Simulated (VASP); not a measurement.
# BeCr3 (Pm-3m) in VASP: equation of state, part 2 of 2

VASP 6.6.1. Earlier steps stand in the parts before.

## Step 6: Equation of state, PBE, collinear spin, ferromagnetic start, 11.25 Å³/atom (volume scaled by 1.04)

The input, INCAR:

```
SYSTEM = BeCr3
PREC = Accurate
ENCUT = 520
EDIFF = 1E-7
ISMEAR = -1
SIGMA = 0.05
LREAL = .False.
LASPH = .True.
NELM = 100
ALGO = Normal
ISIF = 2
LWAVE = .False.
LCHARG = .False.
ISPIN = 2
MAGMOM = 3 3 3 0
LORBIT = 11
LMAXMIX = 4
GGA = PE
NBANDS = 31
```

The input, KPOINTS:

```
Automatic mesh
0
Gamma
  8 8 8
  0 0 0
```

The input, POSCAR:

```
BeCr3
1.0
    3.5574194829      0.0000000000      0.0000000000
    0.0000000000      3.5574194829      0.0000000000
    0.0000000000      0.0000000000      3.5574194829
Cr Be
3 1
Direct
    0.5000000000      0.5000000000      0.0000000000
    0.5000000000      0.0000000000      0.5000000000
    0.0000000000      0.5000000000      0.5000000000
    0.0000000000      0.0000000000      0.0000000000
```

Potentials or basis: VASP PAW PBE potentials, release 64 (Cr_pv, Be).

Started as:

```sh
$ cat potpaw_PBE.64/Cr_pv/POTCAR potpaw_PBE.64/Be/POTCAR > POTCAR
$ mpirun -np 1 vasp_std > vasp.out
```

OUTCAR:

```text
SYSTEM = BeCr3
   PREC = Accurate
   ENCUT = 520
   EDIFF = 1E-7
   ISMEAR = -1
   LREAL = .False.
   LASPH = .True.
   NELM = 100
   ISIF = 2
   ISPIN = 2
   LORBIT = 11
   GGA = PE

 Found     35 irreducible k-points:

 Following reciprocal coordinates:
            Coordinates               Weight
  0.000000  0.000000  0.000000      1.000000
  0.125000  0.000000  0.000000      6.000000
  0.250000  0.000000  0.000000      6.000000
  0.375000  0.000000  0.000000      6.000000
  0.500000  0.000000  0.000000      3.000000
  0.125000  0.125000  0.000000     12.000000
[... 508 lines left out ...]
     0.000000000  3.557419483  0.000000000     0.000000000  0.281102638  0.000000000
     0.000000000  0.000000000  3.557419483     0.000000000  0.000000000  0.281102638

 POSITION                                       TOTAL-FORCE (eV/Angst)
 -----------------------------------------------------------------------------------
      1.77871      1.77871      0.00000         0.000000      0.000000      0.000000
      1.77871      0.00000      1.77871         0.000000      0.000000      0.000000
      0.00000      1.77871      1.77871         0.000000      0.000000      0.000000
      0.00000      0.00000      0.00000         0.000000      0.000000      0.000000
 -----------------------------------------------------------------------------------
    total drift:                                0.000000      0.000000      0.000000

  FREE ENERGIE OF THE ION-ELECTRON SYSTEM (eV)
  ---------------------------------------------------
  free  energy   TOTEN  =       -31.7958618776 eV

  energy  without entropy=      -31.7705342456  energy(sigma->0) =      -31.78319806

 total charge

# of ion       s       p       d       tot
------------------------------------------
    1        0.414   6.351   4.212  10.976
    2        0.414   6.351   4.212  10.976
    3        0.414   6.351   4.212  10.976
    4        0.432   0.691   0.000   1.123
--------------------------------------------------
tot          1.673  19.743  12.636  34.052

 magnetization (x)

# of ion       s       p       d       tot
------------------------------------------
    1       -0.000   0.000  -0.000  -0.000
    2       -0.000   0.000  -0.000  -0.000
    3       -0.000   0.000  -0.000  -0.000
    4        0.000   0.000   0.000   0.000
--------------------------------------------------
tot         -0.000   0.000  -0.000  -0.000
```

OSZICAR:

```text
N       E                     dE             d eps       ncg     rms          rms(c)
DAV:   1     0.441649889853E+03    0.44165E+03   -0.21413E+04  4356   0.147E+03
DAV:   2    -0.158522101927E+02   -0.45750E+03   -0.44048E+03  4389   0.449E+02
DAV:   3    -0.344219201155E+02   -0.18570E+02   -0.18134E+02  4879   0.108E+02
DAV:   4    -0.346805131514E+02   -0.25859E+00   -0.25828E+00  5078   0.122E+01
DAV:   5    -0.346878530666E+02   -0.73399E-02   -0.73166E-02  5414   0.200E+00    0.292E+01
DAV:   6    -0.315436346669E+02    0.31442E+01   -0.30954E+01  4770   0.501E+01    0.872E+00
DAV:   7    -0.317696765074E+02   -0.22604E+00   -0.32084E+00  4837   0.147E+01    0.402E+00
DAV:   8    -0.318046071676E+02   -0.34931E-01   -0.17963E-01  5254   0.212E+00    0.188E+00
DAV:   9    -0.317959408272E+02    0.86663E-02   -0.59247E-02  4839   0.150E+00    0.848E-01
DAV:  10    -0.317957867628E+02    0.15406E-03   -0.73947E-03  5242   0.750E-01    0.281E-01
DAV:  11    -0.317958619668E+02   -0.75204E-04   -0.62654E-04  5635   0.158E-01    0.956E-02
DAV:  12    -0.317958749337E+02   -0.12967E-04   -0.63507E-05  5317   0.519E-02    0.359E-02
DAV:  13    -0.317958683853E+02    0.65485E-05   -0.10079E-05  4949   0.201E-02    0.148E-02
DAV:  14    -0.317958634593E+02    0.49260E-05   -0.35038E-06  5114   0.140E-02    0.477E-03
DAV:  15    -0.317958620453E+02    0.14140E-05   -0.19744E-07  4145   0.347E-03    0.153E-03
DAV:  16    -0.317958618810E+02    0.16428E-06   -0.46070E-08  3381   0.191E-03    0.468E-04
DAV:  17    -0.317958618776E+02    0.33888E-08   -0.53956E-09  3164   0.670E-04
   1 F= -.31795862E+02 E0= -.31783198E+02  d E =-.253276E-01  mag=    -0.0000
```

Run time: 66 s. Hardware: 1 thread of Intel Xeon Platinum 8488C (Sapphire Rapids), shared host; peak memory 0.21 GiB.

What came out:

- Free energy: -31.7959 eV
- Pressure: -8.6 GPa
- Band gap on the k mesh: none (metal or under the smearing width)
- Net moment: 0.00 μB per cell
- Valence electrons inside the program's atomic spheres: Cr 10.98; Be 1.12

Caveat: the starting moments collapsed, and a magnetic state may lie lower.

## Step 7: Equation of state, PBE, collinear spin, ferromagnetic start, 11.47 Å³/atom (volume scaled by 1.06)

The input, INCAR:

```
ALGO     = Normal         # electronic algorithm
EDIFF    = 1E-7           # SCF threshold, eV
ENCUT    = 520            # plane-wave cutoff, eV
GGA      = PE             # functional
ISIF     = 2              # what is computed and relaxed
ISMEAR   = -1             # smearing method
ISPIN    = 2              # spin polarisation
LASPH    = T              # aspherical terms in the spheres
LCHARG   = F              # write CHGCAR
LMAXMIX  = 4              # l up to which the mixer works
LORBIT   = 11             # projections on sites
LREAL    = F              # projectors in reciprocal space
LWAVE    = F              # write WAVECAR
MAGMOM   = 3 3 3 0        # initial moments
NBANDS   = 31             # bands
NELM     = 100            # most SCF steps
PREC     = Accurate       # precision mode
SIGMA    = 0.05           # smearing width, eV
```

The input, KPOINTS:

```
k-points
0
Gamma
  8 8 8
```

The input, POSCAR:

```
BeCr3
1.0
    3.5800788167      0.0000000000      0.0000000000
    0.0000000000      3.5800788167      0.0000000000
    0.0000000000      0.0000000000      3.5800788167
Cr Be
3 1
Direct
    0.5000000000      0.5000000000      0.0000000000
    0.5000000000      0.0000000000      0.5000000000
    0.0000000000      0.5000000000      0.5000000000
    0.0000000000      0.0000000000      0.0000000000
```

Started as:

```sh
$ cat potpaw_PBE.64/Cr_pv/POTCAR potpaw_PBE.64/Be/POTCAR > POTCAR
$ mpirun -np 1 vasp_std > vasp.out
```

It took 65 s on 1 thread of Intel Xeon Platinum 8488C (Sapphire Rapids), shared host; peak memory 0.21 GiB.

Results (log left out):

```yaml
Free_energy: -31.7406 eV
Pressure: -11.9 GPa
Band_gap_on_the_k_mesh: none (metal or under the smearing width)
Net_moment: 0.00 μB per cell
Valence_electrons_inside_the_program's_atomic_spheres: Cr 10.94; Be 1.10
```

Caveat: the starting moments collapsed, and a magnetic state may lie lower.

## Step 8: Equation of state, PBE, collinear spin, ferromagnetic start

Potentials or basis: VASP PAW PBE potentials, release 64 (Cr_pv, Be).

This step only gathers the single runs of the series.

Results:

| Quantity | Value |
| --- | --- |
| Equilibrium volume | 10.78 Å³/atom |
| Bulk modulus | 217 GPa |
| Pressure derivative of the bulk modulus | 4.1 |

Energy against volume, from the lowest point:
```
volume (Å³/atom)  energy (meV/atom)
          10.173              25.45
          10.389              10.11
          10.606               1.86
          10.822               0.00
          11.039               3.90
          11.255              13.01
          11.471              26.82
```
